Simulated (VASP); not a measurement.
An input for Quantum ESPRESSO's pw.x (written as the equivalent of a VASP run, and not itself run):

```
&CONTROL
  calculation = 'scf'
  pseudo_dir = './pseudo'
  outdir = './out'
  tprnfor = .true.
  tstress = .true.
/
&SYSTEM
  ibrav = 0
  nat = 4
  ntyp = 2
  ecutwfc = 84
  occupations = 'tetrahedra'
  input_dft = 'pw91'
/
&ELECTRONS
  conv_thr = 7.3e-09
  electron_maxstep = 100
/
ATOMIC_SPECIES
  Al 26.982 Al.upf
  N 14.007 N.upf
CELL_PARAMETERS angstrom
     1.5645148   -2.7098191    0.0000000
     1.5645148    2.7098191    0.0000000
     0.0000000    0.0000000    5.0104463
ATOMIC_POSITIONS crystal
  Al   0.6666670  0.3333330  0.5000588
  Al   0.3333330  0.6666670  0.0000588
  N    0.6666670  0.3333330  0.8819412
  N    0.3333330  0.6666670  0.3819412
K_POINTS automatic
  9 9 5 0 0 0
```

Task: Write the VASP files for the same calculation (PW91).

Result: Several could match; the one computed here: 
### INCAR
```
SYSTEM  =  AlN
LREAL  =  .False.   # projection in real space or not
ALGO  =  Normal
GGA  =  91   # PW91
ENCUT  =  520   # plane-wave cut-off (eV)
NEDOS  =  601   # DOS grid
ISMEAR  =  -5   # tetrahedra, Bloechl
LEFG  =  .True.
EDIFF  =  1E-7
LORBIT  =  11   # lm-projected
PREC  =  Accurate
NELM  =  100
LASPH  =  .True.   # aspherical one-centre terms
LCHARG  =  .True.
LWAVE  =  .False.
ISIF  =  2
```

File POSCAR:
```
AlN
1
    1.5645148003    -2.7098191175     0.0000000000
    1.5645148003     2.7098191175     0.0000000000
    0.0000000000     0.0000000000     5.0104462886
Al N
2 2
Direct
  0.6666670000   0.3333330000   0.5000587813
  0.3333330000   0.6666670000   0.0000587813
  0.6666670000   0.3333330000   0.8819412187
  0.3333330000   0.6666670000   0.3819412187
```

KPOINTS:
```
Automatic mesh
0
Gamma
9 9 5
0 0 0
```

POTCAR, in this order: Al N (PBE.64 set). Program: vasp_std.

Limits of the translation: the potentials are each code's own (VASP's PAW set, PseudoDojo norm-conserving files in pw.x), so ENCUT and ecutwfc are chosen apart and not converted; conv_thr bounds pw.x's estimated SCF error, while EDIFF bounds the energy change between steps; the field gradients of LEFG aren't asked of the other code.

The compound is AlN in the wurtzite structure. It was relaxed first.
